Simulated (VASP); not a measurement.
Computed with PBE GGA, VASP's PBE PAW potentials (set 64) (plane waves; VASP).

The input files of a VASP run:

**POSCAR**
```
MgI2
1
    2.0046077393    -3.4720807988     0.0000000000
    2.0046077393     3.4720807988    -0.0000000000
    0.0000000000    -0.0000000000     6.4226932091
Mg I
1 2
Direct
  1.0000000000   0.0000000000   0.0000000000
  0.3333330000   0.6666670000   0.2598096884
  0.6666670000   0.3333330000   0.7401903116
```

### INCAR
```
SYSTEM = MgI2
PREC = Accurate
ENCUT = 500
EDIFF = 1E-6
NELM = 100
ALGO = Normal
LREAL = .FALSE.
LASPH = .TRUE.
ISMEAR = 0
SIGMA = 0.05
GGA = PE
LMAXMIX = 4
LWAVE = .FALSE.
LCHARG = .FALSE.
IBRION = 2
ISIF = 3
NSW = 40
EDIFFG = -0.02
PSTRESS = 50
```

### KPOINTS
```
K-points
0
gamma
 6 6 4
0 0 0
```

POTCAR, in this order: Mg I (PBE.64 set). Program: vasp_std.

The run wrote:

### OSZICAR
```
       N       E                     dE             d eps       ncg     rms          rms(c)
DAV:   1     0.792231161740E+02    0.79223E+02   -0.59637E+03   576   0.103E+03
DAV:   2    -0.170022235507E+01   -0.80923E+02   -0.75073E+02   824   0.156E+02
DAV:   3    -0.747522981247E+01   -0.57750E+01   -0.57441E+01   724   0.487E+01
DAV:   4    -0.758105307383E+01   -0.10582E+00   -0.10576E+00   732   0.802E+00
DAV:   5    -0.758339067216E+01   -0.23376E-02   -0.23376E-02   704   0.119E+00    0.483E+00
DAV:   6    -0.748749130348E+01    0.95899E-01   -0.11457E-01   656   0.192E+00    0.320E+00
DAV:   7    -0.747011722565E+01    0.17374E-01   -0.13085E-01   664   0.212E+00    0.638E-01
DAV:   8    -0.746816574275E+01    0.19515E-02   -0.93293E-03   632   0.591E-01    0.230E-01
DAV:   9    -0.746829698975E+01   -0.13125E-03   -0.62921E-04   700   0.188E-01    0.842E-02
DAV:  10    -0.746828496046E+01    0.12029E-04   -0.33008E-05   672   0.460E-02    0.386E-02
DAV:  11    -0.746829576669E+01   -0.10806E-04   -0.18711E-05   620   0.342E-02    0.221E-02
DAV:  12    -0.746829595218E+01   -0.18550E-06   -0.97414E-07   520   0.598E-03
   1 F= -.46781571E+01 E0= -.46781571E+01  d E =-.467816E+01
```

OUTCAR:
```
------------------------ aborting loop because EDIFF is reached ----------------------------------------
  FORCE on cell =-STRESS in cart. coord.  units (eV):
  Direction    XX          YY          ZZ          XY          YZ          ZX
  --------------------------------------------------------------------------------------
  Total        2.7627107      2.7627081      2.8068111      0.0000000     -0.0000000      0.0000000
  in kB       49.5084805     49.5084333     50.2987702      0.0000000     -0.0000000      0.0000000
  external PRESSURE =      -0.2281054 kB  Pullay stress =      50.0000000 kB
  volume of cell :       89.41
      direct lattice vectors                 reciprocal lattice vectors
     2.004607739 -3.472080799  0.000000000     0.249425356 -0.144005865  0.000000000
     2.004607739  3.472080799  0.000000000     0.249425356  0.144005865  0.000000000
     0.000000000  0.000000000  6.422693209     0.000000000  0.000000000  0.155697924
 POSITION                                       TOTAL-FORCE (eV/Angst)
 -----------------------------------------------------------------------------------
      0.00000      0.00000      0.00000        -0.000000     -0.000000      0.000000
      2.00461      1.15736      1.66868         0.000000     -0.000000      0.002463
      2.00461     -1.15736      4.75402        -0.000000      0.000000     -0.002463
 -----------------------------------------------------------------------------------
    total drift:                               -0.000000     -0.000000      0.000000
  FREE ENERGIE OF THE ION-ELECTRON SYSTEM (eV)
  ---------------------------------------------------
  free  energy   TOTEN  =        -7.4682959522 eV

  energy  without entropy=       -7.4682959522  energy(sigma->0) =       -7.46829595
  enthalpy is  TOTEN    =        -4.6781570711 eV   P V=        2.7901388811

 reached required accuracy - stopping structural energy minimisation
```
(Selected blocks of OUTCAR.)

Without a dispersion term in the relaxation, distances and binding between the weakly bound layers, chains or molecules are unreliable, and so is what depends on them.

The compound is MgI2 in the 1T layered structure. It was relaxed first under an external pressure of 5 GPa.
